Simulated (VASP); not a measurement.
# LiBe (Pm-3m) in VASP: reference runs, part 2 of 2

VASP 6.6.1. Earlier steps stand in the parts before.

**3. Single point, PBE (atoms moved at random, drawn with an rms of 0.05 Å)**

Input file INCAR:

```
PREC = Accurate
ENCUT = 520
EDIFF = 1E-7
ISMEAR = -1
SIGMA = 0.05
LREAL = F
LASPH = T
NELM = 80
ALGO = Normal
ISIF = 2
LWAVE = F
LCHARG = T
GGA = PE
LELF = T
LVHAR = T
NBANDS = 10
```

Input file KPOINTS:

```
regular mesh
0
Gamma
  9 9 9
```

Input file POSCAR:

```
LiBe
1.0
    2.8111530000      0.0000000000      0.0000000000
    0.0000000000      2.8111530000      0.0000000000
    0.0000000000      0.0000000000      2.8111530000
Be Li
1 1
Direct
    0.4836680000      0.5098710000      0.5270150000
   -0.0008890000      0.0016800000     -0.0249960000
```

Potentials or basis: VASP PAW PBE potentials, release 64 (Be, Li_sv).

Command:

```bash
$ cat potpaw_PBE.64/Be/POTCAR potpaw_PBE.64/Li_sv/POTCAR > POTCAR
$ mpirun -np 1 vasp_std > vasp.out
```

OUTCAR:

```text
PREC = Accurate
   ENCUT = 520
   EDIFF = 1E-7
   ISMEAR = -1
   LREAL = F
   LASPH = T
   NELM = 80
   ISIF = 2
   GGA = PE

 ion  position               nearest neighbor table
   1  0.484  0.510  0.527-   2 2.31   2 2.34   2 2.37   2 2.39   2 2.48
   2  0.999  0.002  0.975-   1 2.31   1 2.34   1 2.37   1 2.39   1 2.48

  LATTYP: Found a simple cubic cell.
 ALAT       =     2.8111530000

  Lattice vectors:

 A1 = (   2.8111530000,   0.0000000000,   0.0000000000)
 A2 = (   0.0000000000,   2.8111530000,   0.0000000000)
 A3 = (   0.0000000000,   0.0000000000,   2.8111530000)

Analysis of symmetry for initial positions (statically):
=====================================================================
 Subroutine PRICEL returns:
 Original cell was already a primitive cell.

 Routine SETGRP: Setting up the symmetry group for a
 simple cubic supercell.

 Subroutine GETGRP returns: Found  1 space group operations
 (whereof  1 operations were pure point group operations)
 out of a pool of 48 trial point group operations.

The static configuration has the point symmetry C_1 .

[... 168 lines left out ...]
 k-point     1 :       0.0000    0.0000    0.0000
  band No.  band energies     occupation
      1     -41.7710      2.00000
      2      -3.5953      2.00000
      3       9.0596      0.00000
      4       9.0660      0.00000
      5       9.1557      0.00000
      6      13.5080      0.00000
      7      13.6012      0.00000
      8      20.6817      0.00000
      9      22.6937      0.00000
     10      22.7123      0.00000
[... 287 lines left out ...]
 k-point    24 :      -0.2222    0.0000    0.1111
  band No.  band energies     occupation
      1     -41.7606      2.00000
      2      -2.8017      2.00000
      3       4.9987      0.00000
      4       8.6063      0.00000
      5      10.0410      0.00000
      6      15.7902      0.00000
      7      18.0667      0.00000
      8      19.1118      0.00000
      9      19.8639      0.00000
     10      22.0051      0.00000

 [... further k-points ...]

------------------------ aborting loop because EDIFF is reached ----------------------------------------

  FORCE on cell =-STRESS in cart. coord.  units (eV):
  Direction    XX          YY          ZZ          XY          YZ          ZX
  --------------------------------------------------------------------------------------
  -------------------------------------------------------------------------------------
  Total        0.1710489      0.1822654      0.0158078     -0.0080116      0.0256524     -0.0482180
  in kB       12.3360855     13.1450232      1.1400608     -0.5777966      1.8500586     -3.4774946
  external PRESSURE =       8.8737232 kB  Pullay stress =       0.0000000 kB

 VOLUME and BASIS-vectors are now :
 -----------------------------------------------------------------------------
  energy-cutoff  :      520.00
  volume of cell :       22.22
      direct lattice vectors                 reciprocal lattice vectors
     2.811153000  0.000000000  0.000000000     0.355725925  0.000000000  0.000000000
     0.000000000  2.811153000  0.000000000     0.000000000  0.355725925  0.000000000
     0.000000000  0.000000000  2.811153000     0.000000000  0.000000000  0.355725925

 POSITION                                       TOTAL-FORCE (eV/Angst)
 -----------------------------------------------------------------------------------
      1.35966      1.43333      1.48152         0.198718     -0.105675     -0.640513
      2.80865      0.00472      2.74089        -0.198718      0.105675      0.640513
 -----------------------------------------------------------------------------------
    total drift:                                0.000081     -0.000160      0.000308

  FREE ENERGIE OF THE ION-ELECTRON SYSTEM (eV)
  ---------------------------------------------------
  free  energy   TOTEN  =        -4.8658414170 eV

  energy  without entropy=       -4.8561774661  energy(sigma->0) =       -4.86100944
```

stdout:

```text
POSCAR found type information on POSCAR BeLi
 POSCAR found :  2 types and       2 ions
 scaLAPACK will be used
 LDA part: xc-table for (Slater+PW92), standard interpolation
 POSCAR, INCAR and KPOINTS ok, starting setup
 FFT: planning ... GRIDC
 FFT: planning ... GRID_SOFT
 FFT: planning ... GRID
 WAVECAR not read
 entering main loop
```

Wall time 19 s (1 thread of Intel Xeon 6975P-C (Granite Rapids), shared host); peak memory 0.18 GiB.

Results:

| Item | Value |
| --- | --- |
| Free energy | -4.8658 eV |
| Largest force | 0.679 eV/Å |
| Band gap on the k mesh | none (metal or under the smearing width) |

Forces on the atoms (eV/Å):
```
Be   0.199 -0.106 -0.641
Li  -0.199  0.106  0.641
```

Caveat: the cutoff is under 1.25 times the usual one of these potentials, so pressure, stress and relaxed cells hold a basis-set (Pulay) error.

**4. Equation of state, PBE, 10.44 Å³/atom (volume scaled by 0.94)**

Input file INCAR:

```
SYSTEM = LiBe
PREC = Accurate ; ENCUT = 520
EDIFF = 1E-7 ; ISMEAR = -1
SIGMA = 0.05 ; LREAL = .FALSE.
LASPH = .TRUE. ; NELM = 80
ALGO = Normal ; ISIF = 2
LWAVE = .FALSE. ; LCHARG = .FALSE.
GGA = PE ; NBANDS = 10
```

Input file KPOINTS:

```
Automatic mesh
0
G
  9 9 9
  0 0 0
```

Input file POSCAR:

```
LiBe
1.0
    2.7537664283      0.0000000000      0.0000000000
    0.0000000000      2.7537664283      0.0000000000
    0.0000000000      0.0000000000      2.7537664283
Be Li
1 1
Direct
    0.5000000000      0.5000000000      0.5000000000
    0.0000000000      0.0000000000      0.0000000000
```

Command:

```bash
$ cat potpaw_PBE.64/Be/POTCAR potpaw_PBE.64/Li_sv/POTCAR > POTCAR
$ mpirun -np 1 vasp_std > vasp.out
```

Run time: 2.9 s. Hardware: 1 thread of Intel Xeon 6975P-C (Granite Rapids), shared host; peak memory 0.12 GiB.

Results (log left out):

| Item | Value |
| --- | --- |
| Free energy | -4.9006 eV |
| Band gap on the k mesh | none (metal or under the smearing width) |

Caveat: the cutoff is under 1.25 times the usual one of these potentials, so pressure, stress and relaxed cells hold a basis-set (Pulay) error.

**5. Equation of state, PBE, 10.66 Å³/atom (volume scaled by 0.96)**

Input file INCAR:

```
PREC = Accurate ; ENCUT = 520
EDIFF = 1E-7 ; ISMEAR = -1
SIGMA = 0.05 ; LREAL = False
LASPH = True ; NELM = 80
ALGO = Normal ; ISIF = 2
LWAVE = False ; LCHARG = False
GGA = PE ; NBANDS = 10
```

Input file KPOINTS:

```
Automatic mesh
0
Gamma
  9 9 9
```

Input file POSCAR:

```
LiBe
1.0
    2.7731597886      0.0000000000      0.0000000000
    0.0000000000      2.7731597886      0.0000000000
    0.0000000000      0.0000000000      2.7731597886
Be Li
1 1
Direct
    0.5000000000      0.5000000000      0.5000000000
    0.0000000000      0.0000000000      0.0000000000
```

Command:

```bash
$ cat potpaw_PBE.64/Be/POTCAR potpaw_PBE.64/Li_sv/POTCAR > POTCAR
$ mpirun -np 1 vasp_std > vasp.out
```

It took 2.9 s on 1 thread of Intel Xeon 6975P-C (Granite Rapids), shared host; peak memory 0.13 GiB.

Results (log left out):

| Property | Result |
| --- | --- |
| Free energy | -4.9098 eV |
| Band gap on the k mesh | none (metal or under the smearing width) |

Caveat: the cutoff is under 1.25 times the usual one of these potentials, so pressure, stress and relaxed cells hold a basis-set (Pulay) error.

**6. Equation of state, PBE, 10.89 Å³/atom (volume scaled by 0.98)**

Input file INCAR:

```
SYSTEM = LiBe
ALGO = Normal ; EDIFF = 1E-7
ENCUT = 520 ; GGA = PE
ISIF = 2 ; ISMEAR = -1
LASPH = .True. ; LCHARG = .False.
LREAL = .False. ; LWAVE = .False.
NBANDS = 10 ; NELM = 100
PREC = Accurate ; SIGMA = 0.05
```

Input file KPOINTS:

```
k-points
0
Gamma
  9 9 9
  0 0 0
```

Input file POSCAR:

```
LiBe
1.0
    2.7922856329      0.0000000000      0.0000000000
    0.0000000000      2.7922856329      0.0000000000
    0.0000000000      0.0000000000      2.7922856329
Be Li
1 1
Direct
    0.5000000000      0.5000000000      0.5000000000
    0.0000000000      0.0000000000      0.0000000000
```

Potentials or basis: VASP PAW PBE potentials, release 64 (Be, Li_sv).

Command:

```bash
$ cat potpaw_PBE.64/Be/POTCAR potpaw_PBE.64/Li_sv/POTCAR > POTCAR
$ mpirun -np 1 vasp_std > vasp.out
```

Wall time 2.7 s (1 thread of Intel Xeon 6975P-C (Granite Rapids), shared host); peak memory 0.12 GiB.

It converged, with:

```
Free energy            : -4.9156 eV
Band gap on the k mesh : none (metal or under the smearing width)
```

Caveat: the cutoff is under 1.25 times the usual one of these potentials, so pressure, stress and relaxed cells hold a basis-set (Pulay) error.

**7. Equation of state, PBE, 11.33 Å³/atom (volume scaled by 1.02)**

Input file INCAR:

```
SYSTEM = LiBe
ALGO = Normal
EDIFF = 1E-7
ENCUT = 520
GGA = PE
ISIF = 2
ISMEAR = -1
LASPH = .True.
LCHARG = .False.
LREAL = .False.
LWAVE = .False.
NBANDS = 10
NELM = 60
PREC = Accurate
SIGMA = 0.05
```

KPOINTS is that of step 6.

Input file POSCAR:

```
LiBe
1.0
    2.8297704498      0.0000000000      0.0000000000
    0.0000000000      2.8297704498      0.0000000000
    0.0000000000      0.0000000000      2.8297704498
Be Li
1 1
Direct
    0.5000000000      0.5000000000      0.5000000000
    0.0000000000      0.0000000000      0.0000000000
```

Command:

```bash
$ cat potpaw_PBE.64/Be/POTCAR potpaw_PBE.64/Li_sv/POTCAR > POTCAR
$ mpirun -np 1 vasp_std > vasp.out
```

Wall time 2.7 s (1 thread of Intel Xeon 6975P-C (Granite Rapids), shared host); peak memory 0.13 GiB.

Results (log left out):

```
Free energy            : -4.9183 eV
Band gap on the k mesh : none (metal or under the smearing width)
```

Caveat: the cutoff is under 1.25 times the usual one of these potentials, so pressure, stress and relaxed cells hold a basis-set (Pulay) error.

**8. Equation of state, PBE, 11.55 Å³/atom (volume scaled by 1.04)**

Input file INCAR:

```
ALGO = Normal
EDIFF = 1E-7
ENCUT = 520
GGA = PE
ISIF = 2
ISMEAR = -1
LASPH = True
LCHARG = False
LREAL = False
LWAVE = False
NBANDS = 10
NELM = 80
PREC = Accurate
SIGMA = 0.05
```

Input file KPOINTS:

```
k-points
0
Gamma
  9 9 9
```

Input file POSCAR:

```
LiBe
1.0
    2.8481460975      0.0000000000      0.0000000000
    0.0000000000      2.8481460975      0.0000000000
    0.0000000000      0.0000000000      2.8481460975
Be Li
1 1
Direct
    0.5000000000      0.5000000000      0.5000000000
    0.0000000000      0.0000000000      0.0000000000
```

Command:

```bash
$ cat potpaw_PBE.64/Be/POTCAR potpaw_PBE.64/Li_sv/POTCAR > POTCAR
$ mpirun -np 1 vasp_std > vasp.out
```

It took 2.6 s on 1 thread of Intel Xeon 6975P-C (Granite Rapids), shared host; peak memory 0.13 GiB.

The run converged. Its results:

| Item | Value |
| --- | --- |
| Free energy | -4.9158 eV |
| Band gap on the k mesh | none (metal or under the smearing width) |

Caveat: the cutoff is under 1.25 times the usual one of these potentials, so pressure, stress and relaxed cells hold a basis-set (Pulay) error.

**9. Equation of state, PBE, 11.77 Å³/atom (volume scaled by 1.06)**

Input file INCAR:

```
SYSTEM = LiBe
ALGO = Normal
EDIFF = 1E-7
ENCUT = 520
GGA = PE
ISIF = 2
ISMEAR = -1
LASPH = .TRUE.
LCHARG = .FALSE.
LREAL = .FALSE.
LWAVE = .FALSE.
NBANDS = 10
NELM = 80
PREC = Accurate
SIGMA = 0.05
```

Input file KPOINTS:

```
k-points
0
G
  9 9 9
  0 0 0
```

Input file POSCAR:

```
LiBe
1.0
    2.8662876446      0.0000000000      0.0000000000
    0.0000000000      2.8662876446      0.0000000000
    0.0000000000      0.0000000000      2.8662876446
Be Li
1 1
Direct
    0.5000000000      0.5000000000      0.5000000000
    0.0000000000      0.0000000000      0.0000000000
```

Potentials or basis: VASP PAW PBE potentials, release 64 (Be, Li_sv).

Command:

```bash
$ cat potpaw_PBE.64/Be/POTCAR potpaw_PBE.64/Li_sv/POTCAR > POTCAR
$ mpirun -np 1 vasp_std > vasp.out
```

Run time: 2.9 s. Hardware: 1 thread of Intel Xeon 6975P-C (Granite Rapids), shared host; peak memory 0.13 GiB.

The run converged. Its results:

```
Free energy            : -4.9109 eV
Band gap on the k mesh : none (metal or under the smearing width)
```

Caveat: the cutoff is under 1.25 times the usual one of these potentials, so pressure, stress and relaxed cells hold a basis-set (Pulay) error.

**10. Equation of state, PBE**

Potentials or basis: VASP PAW PBE potentials, release 64 (Be, Li_sv).

No new run: the results of the series are fitted here.

Results:

| Quantity | Value |
| --- | --- |
| Equilibrium volume | 11.22 Å³/atom |
| Bulk modulus | 48 GPa |
| Pressure derivative of the bulk modulus | 3.6 |

Energy against volume, from the lowest point:
```csv
volume (Å³/atom),energy (meV/atom)
10.441,8.85
10.663,4.28
10.886,1.37
11.108,0.00
11.330,0.01
11.552,1.27
11.774,3.71
```

Caveat: the cutoff is under 1.25 times the usual one of these potentials, so pressure, stress and relaxed cells hold a basis-set (Pulay) error.

**11. Overview**

```csv
task,cell,gap on the mesh (eV)
single point,as given,none
single point,"atoms moved at random, drawn with an rms of 0.05 Å",none
equation of state,as given,-
```

Alike in all rows: level PBE; potentials or basis VASP PAW PBE potentials, release 64 (Be, Li_sv); no spin polarisation; k mesh 9 × 9 × 9; cutoff (eV) 520; smearing fermi-dirac 0.05 eV.

Caveats: the cutoff is under 1.25 times the usual one of these potentials, so pressure, stress and relaxed cells hold a basis-set (Pulay) error.

Total energies depend on the potentials used, so only differences within one code and one set of settings carry meaning.
